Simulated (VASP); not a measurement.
# MnCuAs (P4/nmm) in VASP: single point with PBE

Aim: the single point of MnCuAs with PBE.

All numbers are computed with VASP 6.6.1; they aren't measurements. Logs are shortened: lines on timing, memory, paths and dates and some standing lists are left out, and cuts for length are marked.

### 1 The structure

Symmetry: P4/nmm, No. 129, tetragonal system. Conventional cell: a = 3.699 Å, b = 3.699 Å, c = 6.408 Å, α = 90.00°, β = 90.00°, γ = 90.00°. Mn (site symmetry 4mm) has 5 As at 2.49 to 2.64 Å and 4 Cu at 2.84 Å as nearest neighbours. Cu (site symmetry -4m2) is surrounded by 4 As at 2.56 Å and 4 Cu at 2.62 Å and 4 Mn at 2.84 Å. Around As (site symmetry 4mm) lie 5 Mn at 2.49 to 2.64 Å and 4 Cu at 2.56 Å.

The cell is a database's computed one.

### 2 Single point, PBE, collinear spin, ferromagnetic start

Input file INCAR:

```
PREC = Accurate
ENCUT = 520
EDIFF = 1E-7
ISMEAR = -1
SIGMA = 0.05
LREAL = F
LASPH = T
NELM = 100
ALGO = Normal
ISIF = 2
LWAVE = F
LCHARG = F
ISPIN = 2
MAGMOM = 4 4 0.6 0.6 0 0
LORBIT = 11
LMAXMIX = 4
GGA = PE
```

Input file KPOINTS:

```
Automatic mesh
0
Gamma
  16 16 10
```

Input file POSCAR:

```
MnCuAs
1.0
    3.6994910000      0.0000000000      0.0000000000
    0.0000000000      3.6994910000      0.0000000000
    0.0000000000      0.0000000000      6.4084220000
Mn Cu As
2 2 2
Direct
    0.0000000000      0.5000000000      0.1640200000
    0.5000000000      0.0000000000      0.8359800000
    0.0000000000      0.0000000000      0.5000000000
    0.5000000000      0.5000000000      0.5000000000
    0.0000000000      0.5000000000      0.7762460000
    0.5000000000      0.0000000000      0.2237540000
```

Potentials or basis: VASP PAW PBE potentials, release 64 (Mn_pv, Cu, As).

Command:

```
$ cat potpaw_PBE.64/Mn_pv/POTCAR potpaw_PBE.64/Cu/POTCAR potpaw_PBE.64/As/POTCAR > POTCAR
$ mpirun -np 1 vasp_std > vasp.out
```

OUTCAR:

```text
PREC = Accurate
   ENCUT = 520
   EDIFF = 1E-7
   ISMEAR = -1
   LREAL = F
   LASPH = T
   NELM = 100
   ISIF = 2
   ISPIN = 2
   LORBIT = 11
   GGA = PE

 ion  position               nearest neighbor table
   1  0.000  0.500  0.164-   5 2.49   6 2.64   6 2.64   6 2.64   6 2.64   3 2.84   4 2.84   4 2.84
                             3 2.84
   2  0.500  0.000  0.836-   6 2.49   5 2.64   5 2.64   5 2.64   5 2.64   3 2.84   3 2.84   4 2.84
                             4 2.84
   3  0.000  0.000  0.500-   5 2.56   6 2.56   5 2.56   6 2.56   4 2.62   4 2.62   4 2.62   4 2.62
                             2 2.84   1 2.84   2 2.84   1 2.84
   4  0.500  0.500  0.500-   5 2.56   6 2.56   6 2.56   5 2.56   3 2.62   3 2.62   3 2.62   3 2.62
                             1 2.84   2 2.84   2 2.84   1 2.84
   5  0.000  0.500  0.776-   1 2.49   3 2.56   4 2.56   3 2.56   4 2.56   2 2.64   2 2.64   2 2.64
                             2 2.64
   6  0.500  0.000  0.224-   2 2.49   3 2.56   4 2.56   4 2.56   3 2.56   1 2.64   1 2.64   1 2.64
                             1 2.64

  LATTYP: Found a simple tetragonal cell.
 ALAT       =     3.6994910000
 C/A-ratio  =     1.7322442466

  Lattice vectors:

 A1 = (   3.6994910000,   0.0000000000,   0.0000000000)
 A2 = (   0.0000000000,   3.6994910000,   0.0000000000)
 A3 = (   0.0000000000,   0.0000000000,   6.4084220000)

Analysis of symmetry for initial positions (statically):
=====================================================================
 Subroutine PRICEL returns:
 Original cell was already a primitive cell.

 Routine SETGRP: Setting up the symmetry group for a
 simple tetragonal supercell.

 Subroutine GETGRP returns: Found 16 space group operations
 (whereof  8 operations were pure point group operations)
 out of a pool of 16 trial point group operations.

The static configuration has the point symmetry D_2d.
 The point group associated with its full space group is D_4h.

Analysis of symmetry for dynamics (positions and initial velocities):
=====================================================================
 Subroutine PRICEL returns:
 Original cell was already a primitive cell.

 Routine SETGRP: Setting up the symmetry group for a
 simple tetragonal supercell.

 Subroutine GETGRP returns: Found 16 space group operations
 (whereof  8 operations were pure point group operations)
 out of a pool of 16 trial point group operations.

The dynamic configuration has the point symmetry D_2d.
 The point group associated with its full space group is D_4h.

Analysis of structural, dynamic, and magnetic symmetry:
=====================================================================
 Subroutine PRICEL returns:
[... 159 lines left out ...]
  ---------------------------------------------------
  ext. energy  EPLUGINS =         0.00000000
  ---------------------------------------------------
  free energy    TOTEN  =       -34.86979163 eV

  energy without entropy =      -34.83996835  energy(sigma->0) =      -34.85487999

 E-fermi :   7.9149     XC(G=0): -11.8303

 val. band max:        7.9134256914   @ k =   0.3750   0.1250   0.1000
 cond. band min:       7.9158239627   @ k =   0.3750   0.2500   0.5000
 fundamental gap:      0.0023982713
 Fermi energy:         7.9148513093

 spin component 1

 k-point     1 :       0.0000    0.0000    0.0000
  band No.  band energies     occupation
      1     -42.0510      1.00000
      2     -42.0510      1.00000
      3     -42.0440      1.00000
      4     -42.0440      1.00000
      5     -41.8896      1.00000
      6     -41.8800      1.00000
[... 997 lines left out ...]
     38      12.8104      0.00000
     39      13.2818      0.00000

 [... further k-points ...]

 spin component 2

 k-point     1 :       0.0000    0.0000    0.0000
  band No.  band energies     occupation
      1     -38.3245      1.00000
      2     -38.3202      1.00000
      3     -38.3202      1.00000
      4     -38.3125      1.00000
      5     -38.3113      1.00000
      6     -38.3113      1.00000
[... 997 lines left out ...]
     38      13.3808      0.00000
     39      13.8241      0.00000

 [... further k-points ...]

------------------------ aborting loop because EDIFF is reached ----------------------------------------

  FORCE on cell =-STRESS in cart. coord.  units (eV):
  Direction    XX          YY          ZZ          XY          YZ          ZX
  --------------------------------------------------------------------------------------
  -------------------------------------------------------------------------------------
  Total        0.2880445      0.2880445      0.1779859      0.0000000     -0.0000000      0.0000000
  in kB        5.2618095      5.2618095      3.2513306      0.0000000     -0.0000000      0.0000000
  external PRESSURE =       4.5916499 kB  Pullay stress =       0.0000000 kB

 VOLUME and BASIS-vectors are now :
 -----------------------------------------------------------------------------
  energy-cutoff  :      520.00
  volume of cell :       87.71
      direct lattice vectors                 reciprocal lattice vectors
     3.699491000  0.000000000  0.000000000     0.270307456  0.000000000  0.000000000
     0.000000000  3.699491000  0.000000000     0.000000000  0.270307456  0.000000000
     0.000000000  0.000000000  6.408422000     0.000000000  0.000000000  0.156044655

 POSITION                                       TOTAL-FORCE (eV/Angst)
 -----------------------------------------------------------------------------------
      0.00000      1.84975      1.05111        -0.000000     -0.000000     -0.044850
      1.84975      0.00000      5.35731         0.000000     -0.000000      0.044850
      0.00000      0.00000      3.20421        -0.000000     -0.000000      0.000000
      1.84975      1.84975      3.20421         0.000000     -0.000000      0.000000
      0.00000      1.84975      4.97451         0.000000      0.000000     -0.005641
      1.84975      0.00000      1.43391         0.000000     -0.000000      0.005641
 -----------------------------------------------------------------------------------
    total drift:                                0.000000      0.000000      0.000000

  FREE ENERGIE OF THE ION-ELECTRON SYSTEM (eV)
  ---------------------------------------------------
  free  energy   TOTEN  =       -34.8697916345 eV

  energy  without entropy=      -34.8399683504  energy(sigma->0) =      -34.85487999

 total charge

# of ion       s       p       d       tot
------------------------------------------
    1        0.247   6.201   5.075  11.523
    2        0.247   6.201   5.075  11.523
    3        0.401   0.397   9.197   9.996
    4        0.401   0.397   9.197   9.996
    5        1.208   1.527   0.071   2.806
    6        1.208   1.527   0.071   2.806
--------------------------------------------------
tot          3.714  16.251  28.686  48.651

 magnetization (x)

# of ion       s       p       d       tot
------------------------------------------
    1        0.044   0.026   3.422   3.493
    2        0.044   0.026   3.422   3.493
    3       -0.010  -0.008   0.050   0.032
    4       -0.010  -0.008   0.050   0.032
    5        0.020  -0.055   0.004  -0.031
    6        0.020  -0.055   0.004  -0.031
--------------------------------------------------
tot          0.111  -0.074   6.953   6.989
```

It took 13 min on 1 thread of Intel Xeon 6975P-C (Granite Rapids), shared host; peak memory 1.2 GiB.

Results:

```
Free energy                                           : -34.8698 eV
Pressure                                              : 0.5 GPa
Largest force                                         : 0.045 eV/Å
Band gap on the k mesh                                : none (metal or under the smearing width)
Net moment                                            : 7.21 μB per cell
Site moments                                          : Mn +3.49; Cu +0.03; As -0.03 μB
Valence electrons inside the program's atomic spheres : Mn 11.52; Cu 10.00; As 2.81
```

Forces on the atoms (eV/Å):
```
Mn   0.000  0.000 -0.045
Mn   0.000  0.000  0.045
Cu   0.000  0.000  0.000
Cu   0.000  0.000  0.000
As   0.000  0.000 -0.006
As   0.000  0.000  0.006
```

Caveat: only a ferromagnetic start was run, and an antiferromagnetic order may lie lower in energy.
